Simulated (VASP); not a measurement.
Output of a VASP run:

File OSZICAR:
```
       N       E                     dE             d eps       ncg     rms          rms(c)
DAV:   1     0.974831944678E+02    0.97483E+02   -0.83273E+03  3074   0.130E+03
DAV:   2     0.125578815449E+01   -0.96227E+02   -0.94667E+02  3933   0.558E+02
DAV:   3    -0.390593340054E+01   -0.51617E+01   -0.49657E+01  4529   0.988E+01
DAV:   4    -0.411198848417E+01   -0.20606E+00   -0.20144E+00  4654   0.132E+01
DAV:   5    -0.411667298993E+01   -0.46845E-02   -0.46613E-02  4498   0.232E+00    0.246E+01
DAV:   6    -0.412879495745E+01   -0.12122E-01   -0.22598E-02  4615   0.206E+00    0.147E+01
DAV:   7    -0.414358060333E+01   -0.14786E-01   -0.41862E-02  4375   0.290E+00    0.311E-01
DAV:   8    -0.414353727552E+01    0.43328E-04   -0.24377E-03  3873   0.560E-01    0.789E-02
DAV:   9    -0.414357153245E+01   -0.34257E-04   -0.21142E-04  4592   0.169E-01    0.341E-02
DAV:  10    -0.414356984843E+01    0.16840E-05   -0.26050E-05  4591   0.543E-02    0.432E-02
DAV:  11    -0.414357053597E+01   -0.68754E-06   -0.25682E-06  3796   0.137E-02    0.373E-03
DAV:  12    -0.414357071067E+01   -0.17470E-06   -0.20840E-07  2660   0.661E-03    0.225E-03
DAV:  13    -0.414357074420E+01   -0.33535E-07   -0.67336E-08  2325   0.794E-03
   1 F= -.41435707E+01 E0= -.41435707E+01  d E =0.000000E+00
```

OUTCAR:
```
------------------------ aborting loop because EDIFF is reached ----------------------------------------
  FORCE on cell =-STRESS in cart. coord.  units (eV):
  Direction    XX          YY          ZZ          XY          YZ          ZX
  --------------------------------------------------------------------------------------
  Total       -0.0695542     -0.0695542      0.1822806      0.0000000      0.0000000      0.0000000
  in kB       -1.8523657     -1.8523657      4.8544914      0.0000000      0.0000000      0.0000000
  external PRESSURE =       0.3832533 kB  Pullay stress =       0.0000000 kB
  volume of cell :       60.16
      direct lattice vectors                 reciprocal lattice vectors
     1.781455468 -3.085571436  0.000000000     0.280669379 -0.162044539  0.000000000
     1.781455468  3.085571436  0.000000000     0.280669379  0.162044539  0.000000000
     0.000000000  0.000000000  5.472260053     0.000000000  0.000000000  0.182739853
 POSITION                                       TOTAL-FORCE (eV/Angst)
 -----------------------------------------------------------------------------------
      1.78146      1.02853      1.36807         0.000000      0.000000      0.000000
      1.78146     -1.02853      4.10420        -0.000000      0.000000      0.000000
 -----------------------------------------------------------------------------------
    total drift:                                0.000000      0.000088     -0.000011
  FREE ENERGIE OF THE ION-ELECTRON SYSTEM (eV)
  ---------------------------------------------------
  free  energy   TOTEN  =        -4.1435707442 eV

  energy  without entropy=       -4.1435707442  energy(sigma->0) =       -4.14357074

 total charge

# of ion       s       p       d       tot
------------------------------------------
    1        0.489   6.466   1.131   8.085
    2        0.489   6.466   1.131   8.085
--------------------------------------------------
tot          0.978  12.931   2.261  16.171
```
(Selected blocks of OUTCAR.)

POSCAR:
```
Ho
1
    1.7814554684    -3.0855714363     0.0000000000
    1.7814554684     3.0855714363     0.0000000000
    0.0000000000     0.0000000000     5.4722600533
Ho
2
Direct
  0.3333330000   0.6666670000   0.2500000000
  0.6666670000   0.3333330000   0.7500000000
```

Task: Write an INCAR and KPOINTS that could have produced this output.

Result: One answer among several that fit: the input of the run itself, optB86b-vdW, plane waves, VASP's PBE PAW potentials (set 64).

KPOINTS:
```
Automatic mesh
0
Gamma
13 13 8
0 0 0
```

INCAR:
```
AGGAC=0.0
ALGO=Normal
EDIFF=1E-7
ENCUT=520
GGA=MK
ISIF=2
ISMEAR=-5
LASPH=.TRUE.
LCHARG=.TRUE.
LMAXMIX=6
LORBIT=11
LREAL=.FALSE.
LUSE_VDW=.TRUE.
LWAVE=.FALSE.
NEDOS=601
NELM=100
PARAM1=0.1234
PARAM2=1.0
PREC=Accurate
SYSTEM=Ho
```

POTCAR, in this order: Ho_3 (PBE.64 set). Program: vasp_std.

The 4f electrons are frozen in the core of the lanthanide potential, so 4f levels, which can set the real gap, and their magnetism are missing. For a metal the tetrahedron method with Blöchl corrections gives inexact stress and forces.

The compound is Ho in the hcp structure. It was relaxed first.
